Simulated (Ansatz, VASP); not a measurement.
# Cross-check of W (Tungsten) between VASP and Ansatz

Aim: how closely do two programs agree when they are given the same cell, functional and k mesh? The cell is taken from a series of VASP runs on this material, whose earlier steps may have relaxed, scaled or displaced it; both programs get it as it stands.

Method: plane waves, with VASP 6.6.1 beside it; relaxation of cell and atoms at PBEsol with D3(BJ), in Ansatz 0.2.0.

## Step 1: The structure

It takes space group Im-3m (No. 229, cubic). Conventional cell: a = 3.119 Å, b = 3.119 Å, c = 3.119 Å, α = 90.00°, β = 90.00°, γ = 90.00°. Nearest to W lie 8 W at 2.70 Å.

## Step 2: VASP: relaxation of cell and atoms, PBEsol with D3(BJ)

The relaxed volume is the usual yardstick between codes: its relative difference is about their pressure difference at one cell divided by the bulk modulus.

Lines of VASP's logs that name or quote its potential files are left out, and so is its time.

File INCAR:

```
SYSTEM = W
PREC = Accurate
ENCUT = 450
EDIFF = 1E-06
NELM = 100
ISMEAR = 1
SIGMA = 0.1
LREAL = .FALSE.
ALGO = Normal
GGA = PS
IVDW = 12
NBANDS = 9
LORBIT = 11
LWAVE = .FALSE.
LCHARG = .FALSE.
KPAR = 2
IBRION = 2
NSW = 50
ISIF = 3
EDIFFG = -0.01
```

File POSCAR:

```
W
1.0
   -1.5596048344      1.5596048344      1.5596048344
    1.5596048344     -1.5596048344      1.5596048344
    1.5596048344      1.5596048344     -1.5596048344
W
1
Direct
    0.0000000000      0.0000000000      0.0000000000
```

File KPOINTS:

```
Automatic mesh
0
Gamma
12 12 12
0 0 0
```

PAW data sets: W (PBE family, release 64).

Started as:

```bash
> mpirun -np 2 vasp_std
```

Numbers of over 12 decimals in the logs are rounded to 6 here.

What it wrote:

```text
[banner, memory and clock lines left out]
running    2 mpi-ranks, on    1 nodes
 distrk:  each k-point on    1 cores,    2 groups
 distr:  one band on    1 cores,    1 groups

 POSCAR found type information on POSCAR W
 POSCAR found :  1 types and       1 ions
|                                                                             |
|               ----> ADVICE to this user running VASP <----                  |
|                                                                             |
|     You enforced a specific xc type in the INCAR file but a different       |
|     [... a line on the potential file left out ...]
|     I HOPE YOU KNOW WHAT YOU ARE DOING!                                     |
|                                                                             |

 LDA part: xc-table for (Slater+PW92), standard interpolation
 POSCAR, INCAR and KPOINTS ok, starting setup
 FFT: planning ... GRIDC
 FFT: planning ... GRID_SOFT
 FFT: planning ... GRID
 WAVECAR not read
 entering main loop
       N       E                     dE             d eps       ncg     rms          rms(c)
DAV:   1     0.560786080089E+01    0.56079E+01   -0.27275E+03  1304   0.502E+02
DAV:   2    -0.141828151847E+02   -0.19791E+02   -0.19042E+02  1534   0.126E+02
DAV:   3    -0.145678767387E+02   -0.38506E+00   -0.38253E+00  1472   0.137E+01
DAV:   4    -0.145689078198E+02   -0.10311E-02   -0.10310E-02  1506   0.791E-01
DAV:   5    -0.145689101225E+02   -0.23027E-05   -0.23031E-05  1492   0.321E-02    0.228E+01
DAV:   6    -0.140767321662E+02    0.49218E+00   -0.33708E-01  1402   0.372E+00    0.115E+01
DAV:   7    -0.138747344768E+02    0.20200E+00   -0.43022E-01  1441   0.408E+00    0.330E-01
DAV:   8    -0.138735796427E+02    0.11548E-02   -0.24448E-03  1380   0.398E-01    0.248E-01
DAV:   9    -0.138728004782E+02    0.77916E-03   -0.52390E-04  1470   0.110E-01    0.982E-02
DAV:  10    -0.138727862949E+02    0.14183E-04   -0.98271E-05  1556   0.645E-02    0.106E-02
DAV:  11    -0.138727845748E+02    0.17202E-05   -0.10840E-06  1129   0.110E-02    0.540E-03
DAV:  12    -0.138727845790E+02   -0.42420E-08   -0.43622E-08   688   0.139E-03
   1 F= -.14649740E+02 E0= -.14649531E+02  d E =-.146497E+02
 curvature:   0.00 expect dE= 0.000E+00 dE for cont linesearch  0.000E+00
 trial: gam= 0.00000 g(F)=  0.733E-65 g(S)=  0.257E-06 ort = 0.000E+00 (trialstep = 0.100E+01)
 search vector abs. value=  0.257E-06
 reached required accuracy - stopping structural energy minimisation
```

Parts of OUTCAR (step 2):

```text
ion  position               nearest neighbor table
   1  0.000  0.000  0.000-

  LATTYP: Found a body centered cubic cell.
 ALAT       =     3.1192096688

 Subroutine GETGRP returns: Found 48 space group operations
 (whereof 48 operations were pure point group operations)

The static configuration has the point symmetry O_h .

 Found     72 irreducible k-points:

   k-points           NKPTS =     72   k-points in BZ     NKDIM =     72   number of bands    NBANDS=      9

   dimension x,y,z NGX =    20 NGY =   20 NGZ =   20
   dimension x,y,z NGXF=    40 NGYF=   40 NGZF=   40

   ENCUT  =  450.0 eV  33.07 Ry    5.75 a.u.   4.67  4.67  4.67*2*pi/ulx,y,z

   NELECT =       6.0000    total number of electrons

 k-points in reciprocal lattice and weights: Automatic mesh
   0.00000000  0.00000000  0.00000000       0.001
   0.08333333  0.00000000  0.00000000       0.007
   0.16666667  0.00000000  0.00000000       0.007
   0.25000000  0.00000000  0.00000000       0.007
   0.33333333  0.00000000  0.00000000       0.007
   0.41666667  0.00000000  0.00000000       0.007
   0.50000000  0.00000000  0.00000000       0.003
   0.08333333  0.08333333  0.00000000       0.014
   0.16666667  0.08333333  0.00000000       0.028
[...]
0.50000000  0.50000000  0.41666667       0.007
   0.50000000  0.50000000  0.50000000       0.001

 average (electrostatic) potential at core
       1 -37.0967

 E-fermi :   8.1004

 k-point     1 :       0.0000    0.0000    0.0000
  band No.  band energies     occupation
      1      -1.7410      2.00000
      2       6.8345      2.00000
      3       6.8345      2.00000
      4       6.8345      2.00000
      5      10.4569      0.00000
      6      10.4569      0.00000
      7      23.5571      0.00000
      8      23.5571      0.00000
      9      23.5571      0.00000

 k-point     2 :       0.0833    0.0000    0.0000
  band No.  band energies     occupation
      1      -1.3985      2.00000
      2       6.6219      2.00000
      3       6.7810      2.00000
      4       7.1809      2.00000
      5      10.1392      0.00000
      6      10.4634      0.00000
      7      23.8496      0.00000
      8      24.1555      0.00000
      9      24.4065      0.00000

 k-point     3 :       0.1667    0.0000    0.0000
  band No.  band energies     occupation
      1      -0.4611      2.00000
      2       6.0878      2.00000
      3       6.5154      2.00000
      4       8.1943     -0.03510
      5       9.7293     -0.00000
      6      10.5160      0.00000
      7      24.3328      0.00000
      8      25.8366      0.00000
    ...

 Edisp (eV)   -0.77696

  Total       0.00133     0.00133     0.00133     0.00000     0.00000    -0.00000
  in kB       0.14077     0.14077     0.14077     0.00000     0.00000    -0.00000
  external pressure =        0.14 kB  Pullay stress =        0.00 kB

  energy-cutoff  :      450.00
  volume of cell :       15.17
      direct lattice vectors                 reciprocal lattice vectors
    -1.559604834  1.559604834  1.559604834     0.000000000  0.320594031  0.320594031
     1.559604834 -1.559604834  1.559604834     0.320594031  0.000000000  0.320594031
     1.559604834  1.559604834 -1.559604834     0.320594031  0.320594031  0.000000000

 POSITION                                       TOTAL-FORCE (eV/Angst)
 -----------------------------------------------------------------------------------
      0.00000      0.00000      0.00000         0.000000     -0.000000      0.000000
 -----------------------------------------------------------------------------------
    total drift:                                0.000000      0.000000      0.000000

  FREE ENERGIE OF THE ION-ELECTRON SYSTEM (eV)
  ---------------------------------------------------
  free  energy   TOTEN  =       -14.6497401379 eV

  energy  without entropy=      -14.6491115278  energy(sigma->0) =      -14.64953060

 reached required accuracy - stopping structural energy minimisation

 total charge
# of ion       s       p       d       tot
------------------------------------------
    1        0.695   0.759   4.286   5.740

[... 3 further parts left out ...]
```

The data set W keeps the semicore shell frozen, which is cheaper and a little less accurate.

## Step 3: Ansatz: relaxation of cell and atoms, PBEsol with D3(BJ)

Ansatz runs on its default PAW (the set named soft_2) files.

The same cell, functional, mesh and smearing now go to Ansatz, which takes its cutoff from its data sets.

File input.yaml:

```yaml
crystal:
  lattice:
    - [-1.5596048344, 1.5596048344, 1.5596048344]
    - [1.5596048344, -1.5596048344, 1.5596048344]
    - [1.5596048344, 1.5596048344, -1.5596048344]
  atoms:
    - { symbol: W, position: [0.0, 0.0, 0.0] }
hamiltonian:
  xc: pbesol
  pseudopotentials: { kind: paw }
  dispersion: d3bj
kpoints:
  mp_grid: { grid: [12, 12, 12] }
scf:
  occupations: { method: methfessel_paxton, width: 0.1 }
relax:
  f_tol: 0.01
  max_steps: 60
  cell: { stress_tol: 0.05 }
output:
  forces: true
  stress: true
  write_density: true
  write_potential: true
  elf: true
  volumetric_format: npy
```

Started as:

```bash
> ansatz run input.yaml --threads 4 --pin off --max-ram 9216MiB --backend cpu --events-out ev --progress --plain --runs-dir out
```

What it wrote:

```text
Engine: ansatz 0.2.0, aarch64-unknown-linux-gnu
Pseudopotentials: kind: paw
Pseudopotential: W, paw, valence charge 14, recommended cutoff 420 eV (normal), W.paw.azcp
Functional definition: PBEsol
  exchange = pbesol_x
  correlation = pbesol_c
Crystal: 1 atoms, lattice volume = 15.174 Å³
Basis set: ecut = 420 eV, 321 PW (Γ), exchange–correlation on 40×40×40 points (8 copies of the dense FFT grid, shifted against one another)
Bands: 11, of which v1, the nominal top of the filled ones, is band 7 counted from 1 (6 counted from 0)
Symmetry: 48 space group operations
Space group: Im-3m (ITA 229), of the structure as read, at distance tolerance 2.5e-5 Å
k-points: 72 of 1728
Non-local potential: W, projectors of the file, l = 0: 3, l = 1: 2, l = 2: 2, l = 3: 1
PAW form: soft (Blöchl's): semilocal exchange-correlation on the pseudo side does not see the compensation charge
PAW frozen core: W, regenerated for the run's functional, and the local potential with it (the file was generated under x = pbe(κ = 0.804, μ = 0.219515), c = pbe(β = 0.066725))
PAW one-centre angular grid: W, 590 points (default); XC on 64 Gauss nodes
Initial density: superposition of atomic densities (neutral atoms: chi_scale 0, normalization atom), corrected by the library's trained network
Initial wavefunctions: pseudopotential atomic-orbital guess
Functional: x = pbesol(κ = 0.804, μ = 0.123457), c = pbesol(β = 0.046)
SCF iter   1: F=—  HF=-10257.324227 eV  |F-HF|=—  |Δ(HF+E_count)|=         —  Δρ=2.15e-3  dr2=1.73e-4  ethr=1.77e-3  ⟨swp⟩=5.0  Hψ=4175  notcnv=0
preconditioner: auto → none  [metal: Δε(μ)=0.035 eV  Ē_g=9.477 eV  σ=0.100 eV  W_gap=0.29  n_scr=0 (ndim 8)  ℏωp=23.3 eV  f_vac=0.000  D(μ)=0.76/eV (n_scr^D=12)]
SCF iter   2: F=—  HF=-10257.324048 eV  |F-HF|=—  |Δ(HF+E_count)|=   1.79e-4  S|Δr|=    0.00e0  Δρ=1.10e-3  dr2=4.29e-5  ethr=1.24e-6  ⟨swp⟩=2.2  Hψ=1761  notcnv=0
SCF iter   3: F=—  HF=-10257.324087 eV  |F-HF|=—  |Δ(HF+E_count)|=   3.85e-5  S|Δr|=    0.00e0  Δρ=2.40e-4  dr2=7.61e-6  ethr=3.06e-7  ⟨swp⟩=2.0  Hψ=1168  notcnv=0
SCF iter   4: F=—  HF=-10257.324084 eV  |F-HF|=—  |Δ(HF+E_count)|=   3.14e-6  S|Δr|=    0.00e0  Δρ=1.07e-4  dr2=1.24e-6  ethr=5.43e-8  ⟨swp⟩=2.4  Hψ=1196  notcnv=0
SCF iter   5: F=-10257.324083 eV  HF=-10257.324083 eV  |F-HF|=2.64e-9  |Δ(HF+E_count)|=   4.75e-7  S|Δr|=    0.00e0  Δρ=6.94e-6  dr2=3.95e-9  ethr=7.14e-10  ⟨swp⟩=6.4  Hψ=4561  notcnv=0
SCF 1 converged in 5 iterations: F = -10257.324083 eV  dr2 = 3.95e-9
  greatest PAW one-centre occupation: 1.000 electrons in one spin orbital (limit 2), on the W atom at site 0 (counted from 0), in its partial waves of l = 0
relax step   1: F+E_penalty+E_count = -10257.32408311 eV  Δ(F+E_penalty+E_count) = +0.000e0 eV  max|allowed force component| = 0.000e0 eV/Å  Δτ_max = 0.0000 Å  P = +3.152 GPa  Ω = 15.174 Å³  (5 SCF iters, dr2 threshold 1.00e-7 eV, accepted)
[...]
relax step   2: F+E_penalty+E_count = -10257.31815028 eV  Δ(F+E_penalty+E_count) = +5.933e-3 eV  max|allowed force component| = 0.000e0 eV/Å  Δτ_max = 0.0000 Å  P = -6.767 GPa  Ω = 15.648 Å³  energy of the carried Pulay correction = -1.953e-4 eV  (4 SCF iters, dr2 threshold 1.00e-7 eV, rejected (line search))
[...]
relax step   3: F+E_penalty+E_count = -10257.32541164 eV  Δ(F+E_penalty+E_count) = -1.329e-3 eV  max|allowed force component| = 0.000e0 eV/Å  Δτ_max = 0.0000 Å  P = -0.106 GPa  Ω = 15.322 Å³  energy of the carried Pulay correction = -6.142e-5 eV  (6 SCF iters, accepted)
[...]
relax step   4: F+E_penalty+E_count = -10257.32541531 eV  Δ(F+E_penalty+E_count) = -3.677e-6 eV  max|allowed force component| = 0.000e0 eV/Å  Δτ_max = 0.0000 Å  P = +0.002 GPa  Ω = 15.317 Å³  energy of the carried Pulay correction = -5.936e-5 eV  (2 SCF iters, dr2 threshold 2.79e-8 eV, accepted)
[...]
relax step   5: F+E_penalty+E_count = -10257.32546873 eV  Δ(F+E_penalty+E_count) = -5.342e-5 eV  max|allowed force component| = 0.000e0 eV/Å  Δτ_max = 0.0000 Å  P = +0.002 GPa  Ω = 15.317 Å³  stress off target by 1.60e-3 GPa  SCF on the basis re-selected at this cell (its energy is not comparable with the rows above)  (4 SCF iters)
basis re-selected at this cell: Δ(F+E_penalty+E_count) = -5.342e-5 eV, ΔP = -0.000 GPa vs the last step (what re-selecting the basis moved, of the pressure what is left beyond the Pulay correction that the steps carried, after the strain that the cell walked since its last selection, with what the two solves' SCF thresholds leave and, on support functions, any second-order correction that the steps lacked; it is no measure of the basis error at this ecutwfc). This SCF's stress stands 1.60e-3 GPa from its target on what of the cell is left free (relax.cell.stress_tol is 5.00e-2 GPa) and its largest allowed force component is 0.00e0 eV/Å (relax.f_tol is 1.00e-2 eV/Å): [rest of the remark cut]
SCF converged after 4 iterations
Stability not checked: this state was not tested for a lower state beside it, because cold or Methfessel-Paxton smearing, or corrected tetrahedra, fill the levels in a way that the test cannot read (fill_not_monotonic; see scf.lower_state_search)
Free energy (F): -10257.325469 eV
Harris-Foulkes:  -10257.325469 eV  (|F-HF|=5.46e-12)
Internal energy: -10257.324924 eV  (E = F + TS)
E sigma→0 (E₀):  -10257.325333 eV
Entropy (-TS):   -0.000545 eV (-0.545 meV/atom)
Fermi energy:    23.288661 eV
--- Per-component energies (eV) ---
  E_band       = -71.414791
  E_kinetic    = 452.069113
  E_local      = -577.378771  (includes V_loc(G=0)·N_el)
  E_nonlocal   = 3.189103
  E_hartree    = 208.751205
  E_xc         = -265.891869
  E_vxc        = -239.505643  (∫ρ·V_xc dr)
  E_paw        = -8436.208512  (= ΣΔE_a)
  E_vpaw       = -127.290905  (= ΣTr[D̂ρ^β])
  E_aug_tail   = -0.000067  (compensation charges beyond the density's cutoff)
  E_ewald      = -1641.306972
  E_disp       = -0.769946  (pairwise vdW)
  E_core_change = 0.221792  (= ΣΔE_core)
  E_smearing   = -0.000545  (= −TS)
  E_closure    = 0.000000  (closes the sum)
  Σ components = -10257.325469   (vs F -10257.325469, Δ=0.00e0)
--- Forces (eV/Å), atoms counted from 1 ---
  atom   1  W     -0.00000000     0.00000000    -0.00000000
  max |Σ_I F_I| component: 1.05e-31 eV/Å
--- Stress (GPa, compression-positive) ---
        0.001597       0.000000      -0.000000
        0.000000       0.001597       0.000000
        0.000000       0.000000       0.001597
  P = ⅓ Tr σ = 0.0016 GPa (0.016 kbar)
--- Band table (eV; the first three rows and the last of 72) ---
  k-point 0: bands = [... 3 lower, -14.2286, 13.5083, 22.0396, 22.0396, 22.0396, 25.6458, 25.6458, 37.9381]
  k-point 1: bands = [... 3 lower, -14.2293, 13.8571, 21.8286, 21.9858, 22.3808, 25.3257, 25.6502, 38.2297]
  k-point 2: bands = [... 3 lower, -14.2310, 14.8045, 21.2993, 21.7219, 23.3787, 24.9149, 25.6983, 38.7419]
  k-point 71: bands = [... 3 lower, -15.2391, 17.2022, 17.2022, 28.7667, 28.7667, 28.7667, 31.8738, 31.8738]
--- Relaxed structure (4 steps of the walk, 3 accepted, 1 SCFs on fresh bases) ---
  F+E_penalty+E_count = -10257.32546873 eV   max|allowed force component| = 0.000e0 eV/Å   (the final SCF, on the basis selected at the relaxed cell)
  cell:  # Å, volume = 15.3167 Å³
    - [-1.564473, 1.564473, 1.564473]
    - [1.564473, -1.564473, 1.564473]
    - [1.564473, 1.564473, -1.564473]
  atoms:
    - { symbol: W, position: [0.0, 0.0, 0.0] }
```

Run time: 1.1 s. Hardware: 4 threads of Arm Neoverse V2, shared host; peak memory 0.28 GiB; 3.2 s of CPU time.

## Step 4: Side by side

Known differences besides the potentials themselves: both relaxations stop at a tolerance, which leaves soft axes loose, and VASP keeps its plane-wave basis; the data sets hold 14 valence electrons in Ansatz (default PAW (the set named soft_2) files) and 6 in VASP; the cutoff is 420 eV in Ansatz and 450 eV in VASP; Ansatz makes its cores anew for this functional, VASP keeps those of its PBE data sets; VASP leaves aspherical gradient terms in its spheres out (LASPH is not set), Ansatz keeps them; Ansatz adds a Pulay correction to the stress that steers its cell, VASP none. Total energies have different zeros and are not compared.

Both answers:

```tsv
quantity	Ansatz	VASP	difference
volume (Å³)	15.32	15.17	+0.94 %
edge a after relaxation, in the typed setting (Å)	2.710	2.701	+0.31 %
```

The walks stopped with 0.00 GPa left in Ansatz and 0.01 GPa in VASP; each walk ends within a tolerance, so the volume difference is uncertain by about these residues over the bulk modulus, most in soft cells.

## Step 5: Summary of results

```yaml
difference_in_volume_relaxation_of_cell_and_atoms_pbesol_with_d3_bj: 0.94 %
```

What this shows: The difference in volume is 0.94 % (relaxation of cell and atoms, PBEsol with D3(BJ)), within the 1.2 % picked in this series as the mark of a large difference, as far as the stopping tolerances let one tell. How closely two codes agree says nothing of how well the functional describes the real material.

[Lines on the potential files, build, host, timing and source positions are cut from VASP's logs without a mark.]

[Logs are printed without paths, hosts, clocks, repeated set-up lines and the standing remarks that a program may print on its own settings, such as how far it seeks lower states.]

[Hosts, paths, dates, database ids (printed as entryN), source tags and the programs' standing remarks are cut or masked in the printed files.]
